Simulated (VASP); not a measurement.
InAs:

```xyz
2
Lattice="0.0000 3.0290 3.0290 3.0290 0.0000 3.0290 3.0290 3.0290 0.0000" Properties=species:S:1:pos:R:3 pbc="T T T"
In    0.0000    0.0000    0.0000
As    1.5145    1.5145    1.5145
```

Base run:

| Item | Value |
| --- | --- |
| Program | VASP 6.6.1 |
| Functional | PBEsol |
| Potentials or basis | VASP PAW PBE potentials, release 64 (In_d, As) |
| Cutoff | 520 eV |
| k mesh | 8 × 8 × 8 |
| Occupations | fermi-dirac, width 0.02 eV |
| Spin | non-collinear spin, zero start, spin-orbit coupling |
| Starting moments | [[0.0, 0.0, 0.0], [0.0, 0.0, 0.0]] μB |

Its results: pressure 0.9 GPa; net moment 0.00 μB per cell.

**Question.** The run is repeated on the same cell with these changes: functional from PBEsol to LDA; potentials or basis from VASP PAW PBE potentials, release 64 (In_d, As) to VASP PAW LDA potentials, release 64 (In_d, As). What comes out?

**Answer.** Pressure -0.8 GPa; net moment 0.00 μB per cell.

Caveats: the PAW data sets were made with another functional, which shifts forces and pressure a little (some runs).

Not every run made on this cell is shown here.
